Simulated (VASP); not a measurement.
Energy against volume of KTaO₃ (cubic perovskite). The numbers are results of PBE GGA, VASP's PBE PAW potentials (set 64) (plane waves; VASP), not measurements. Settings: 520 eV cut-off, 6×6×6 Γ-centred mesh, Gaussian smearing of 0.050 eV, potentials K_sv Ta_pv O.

```tsv
V (Å³/atom)	E (eV/atom)
12.294	-8.18168
12.687	-8.20577
13.079	-8.21341
13.472	-8.20719
```

Fit these four points and predict the energy of the run at 13.864 Å³/atom.

A cubic in V^(−2/3), the third-order Birch-Murnaghan form, passes through the four points with V0 = 13.09 Å³/atom and B0 = 187 GPa, and gives -8.1893 eV/atom there. The run gave -8.1892 eV/atom, +0.1 meV/atom from the fit; all five points give B0 = 188 GPa.

The compound is KTaO3 in the cubic perovskite structure. It was relaxed first.
